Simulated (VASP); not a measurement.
Output of a VASP run:

File OUTCAR:
```
 ion  position               nearest neighbor table
   1  0.000  0.000  0.000-
  LATTYP: Found a face centered cubic cell.
 ALAT       =     3.8297635498
 Subroutine PRICEL returns:
 Original cell was already a primitive cell.
 Subroutine GETGRP returns: Found 48 space group operations
The static configuration has the point symmetry O_h .
The dynamic configuration has the point symmetry O_h .
 Subroutine INISYM returns: Found 48 space group operations
 Subroutine IBZKPT returns following result:
 Found    195 irreducible k-points:

 Following reciprocal coordinates:
            Coordinates               Weight
  0.000000  0.000000  0.000000      1.000000
  0.055556  0.000000  0.000000      8.000000
  0.111111  0.000000  0.000000      8.000000
  0.166667  0.000000  0.000000      8.000000
  0.222222  0.000000  0.000000      8.000000
  0.277778  0.000000  0.000000      8.000000
  0.333333  0.000000  0.000000      8.000000
  0.388889  0.000000  0.000000      8.000000
  0.444444  0.000000  0.000000      8.000000
  0.500000  0.000000  0.000000      4.000000
  0.055556  0.055556  0.000000      6.000000
  0.111111  0.055556  0.000000     24.000000
  0.166667  0.055556  0.000000     24.000000
  0.222222  0.055556  0.000000     24.000000
  0.277778  0.055556  0.000000     24.000000
  0.333333  0.055556  0.000000     24.000000
  0.388889  0.055556  0.000000     24.000000
  0.444444  0.055556  0.000000     24.000000
  0.500000  0.055556  0.000000     24.000000
 -0.444444  0.055556  0.000000     24.000000
 -0.388889  0.055556  0.000000     24.000000
 -0.333333  0.055556  0.000000     24.000000
 -0.277778  0.055556  0.000000     24.000000
 -0.222222  0.055556  0.000000     24.000000
 -0.166667  0.055556  0.000000     24.000000
 -0.111111  0.055556  0.000000     24.000000
 -0.055556  0.055556  0.000000     12.000000
  0.111111  0.111111  0.000000      6.000000
  0.166667  0.111111  0.000000     24.000000
  0.222222  0.111111  0.000000     24.000000
  0.277778  0.111111  0.000000     24.000000
  0.333333  0.111111  0.000000     24.000000
  0.388889  0.111111  0.000000     24.000000
  0.444444  0.111111  0.000000     24.000000
  0.500000  0.111111  0.000000     24.000000
 -0.444444  0.111111  0.000000     24.000000
 -0.388889  0.111111  0.000000     24.000000
 -0.333333  0.111111  0.000000     24.000000
 -0.277778  0.111111  0.000000     24.000000
 -0.222222  0.111111  0.000000     24.000000
   k-points           NKPTS =    195   k-points in BZ     NKDIM =    195   number of bands    NBANDS=     11
   number of dos      NEDOS =    301   number of ions     NIONS =      1
   total plane-waves  NPLWV =   2744
   dimension x,y,z NGX =    14 NGY =   14 NGZ =   14
   dimension x,y,z NGXF=    28 NGYF=   28 NGZF=   28
   ions per type =               1
   PREC   = normal    normal or accurate (medium, high low for compatibility)
   ISTART =      0    job   : 0-new  1-cont  2-samecut
   ICHARG =      2    charge: 1-file 2-atom 10-const
   ISPIN  =      1    spin polarized calculation?
   LNONCOLLINEAR =      F non collinear calculations
   LSORBIT =      F    spin-orbit coupling
   INIWAV =      1    electr: 0-lowe 1-rand  2-diag
   ENCUT  =  400.0 eV  29.40 Ry    5.42 a.u.   4.42  4.42  4.42*2*pi/ulx,y,z
   NELM   =    100;   NELMIN=  4; NELMDL= -5     # of ELM steps
   EDIFF  = 0.1E-04   stopping-criterion for ELM
   LREAL  =      F    real-space projection
   NLSPLINE    = F    spline interpolate recip. space projectors
   LMAXMIX     =    4 max onsite mixed and CHGCAR
   VOSKOWN=      0    Vosko Wilk Nusair interpolation
   EDIFFG = -.3E-01   stopping-criterion for IOM
   NSW    =     20    number of steps for IOM
   NBLOCK =      1;   KBLOCK =     20    inner block; outer block
   IBRION =      2    ionic relax: 0-MD 1-quasi-New 2-CG
   NFREE  =      1    steps in history (QN), initial steepest desc. (CG)
...
```

File OSZICAR:
```
       N       E                     dE             d eps       ncg     rms          rms(c)
DAV:   1     0.965145517184E+02    0.96515E+02   -0.81989E+03  4349   0.120E+03
DAV:   2    -0.653989258316E+01   -0.10305E+03   -0.98774E+02  4410   0.346E+02
DAV:   3    -0.775373428949E+01   -0.12138E+01   -0.12077E+01  4968   0.432E+01
DAV:   4    -0.776098109901E+01   -0.72468E-02   -0.72462E-02  4659   0.344E+00
DAV:   5    -0.776109355646E+01   -0.11246E-03   -0.11246E-03  4908   0.402E-01    0.961E+00
RMM:   6    -0.727408666344E+01    0.48701E+00   -0.11267E+00  4290   0.126E+01    0.335E+00
RMM:   7    -0.726006950360E+01    0.14017E-01   -0.51710E-02  4290   0.250E+00    0.158E+00
RMM:   8    -0.725701720376E+01    0.30523E-02   -0.89577E-03  4290   0.127E+00    0.273E-01
RMM:   9    -0.725654946611E+01    0.46774E-03   -0.11020E-03  4290   0.416E-01    0.329E-02
RMM:  10    -0.725654610512E+01    0.33610E-05   -0.12138E-04  4267   0.148E-01    0.112E-02
RMM:  11    -0.725654651126E+01   -0.40614E-06   -0.20095E-05  2637   0.671E-02
   1 F= -.72565465E+01 E0= -.72564890E+01  d E =-.725655E+01
```

### OUTCAR
```
------------------------ aborting loop because EDIFF is reached ----------------------------------------
  FORCE on cell =-STRESS in cart. coord.  units (eV):
  Direction    XX          YY          ZZ          XY          YZ          ZX
  --------------------------------------------------------------------------------------
  Total       -0.1339221     -0.1339221     -0.1339221     -0.0000000      0.0000000      0.0000000
  in kB      -15.2794200    -15.2794200    -15.2794200     -0.0000000      0.0000000      0.0000000
  external PRESSURE =     -15.2794200 kB  Pullay stress =       0.0000000 kB
  volume of cell :       14.04
      direct lattice vectors                 reciprocal lattice vectors
     0.000000000  1.914881775  1.914881775    -0.261112726  0.261112726  0.261112726
     1.914881775  0.000000000  1.914881775     0.261112726 -0.261112726  0.261112726
     1.914881775  1.914881775  0.000000000     0.261112726  0.261112726 -0.261112726
 POSITION                                       TOTAL-FORCE (eV/Angst)
 -----------------------------------------------------------------------------------
      0.00000      0.00000      0.00000        -0.000000     -0.000000      0.000000
 -----------------------------------------------------------------------------------
    total drift:                               -0.000000     -0.000000     -0.000000
  FREE ENERGIE OF THE ION-ELECTRON SYSTEM (eV)
  ---------------------------------------------------
  free  energy   TOTEN  =        -7.2565465113 eV

  energy  without entropy=       -7.2563739573  energy(sigma->0) =       -7.25648899

 reached required accuracy - stopping structural energy minimisation
```
(Selected blocks of OUTCAR.)

### POSCAR
```
Rh
1
    0.0000000000     1.9148817749     1.9148817749
    1.9148817749     0.0000000000     1.9148817749
    1.9148817749     1.9148817749     0.0000000000
Rh
1
Direct
  0.0000000000   0.0000000000   0.0000000000
```

Question: Reconstruct the remaining input files.

Answer: Several could match; the one computed here: the input of the run itself, PBE GGA, plane waves, VASP's PBE PAW potentials (set 64).

File KPOINTS:
```
Regular mesh
0
Gamma
18 18 18
```

**INCAR**
```
SYSTEM = Rh
PREC = Normal
ENCUT = 400
EDIFF = 1E-5
NELM = 100
ALGO = Fast
LREAL = .FALSE.
LASPH = .TRUE.
ISMEAR = 1
SIGMA = 0.1
GGA = PE
LMAXMIX = 4
LWAVE = .FALSE.
LCHARG = .FALSE.
NELMIN = 4
IBRION = 2
ISIF = 2
NSW = 20
EDIFFG = -0.03
```

POTCAR, in this order: Rh_pv (PBE.64 set). Program: vasp_std.

The compound is Rh in the fcc structure. It was relaxed first.
